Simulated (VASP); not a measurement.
Input:

```
Al3Sc
1.0
    4.10587     0.00000     0.00000
    0.00000     4.06074     0.00000
    0.00000     0.00000     4.19958
Sc Al
1 3
Direct
  0.00000   0.00000   0.00000
  0.00000   0.50000   0.50000
  0.50000   0.00000   0.50000
  0.50603   0.50000   0.00000
```

Calculation: PBE GGA, VASP's PBE PAW potentials (set 64) (plane waves; VASP). Run with 400 eV cut-off, 2×2×2 Monkhorst-Pack mesh, first-order Methfessel-Paxton smearing of 0.10 eV, potentials Sc_sv Al.

Task: Estimate the energy per atom (σ→0), pressure, largest force.

Result: 
* **energy per atom (σ→0)**: -5.044 eV/atom
* **pressure**: -2.16 GPa
* **largest force**: 0.120 eV/Å

The compound is Al3Sc in the L1_2 structure. The cell was not relaxed at this level, atoms are displaced from their ideal sites. The k-mesh is coarse (spacing up to 0.77 per Å, 2π included), so the numbers may not be converged in it. The run is one of a series of settings (KPOINTS 2×2×2 Monkhorst-Pack mesh against the base run), some of them coarse on purpose.
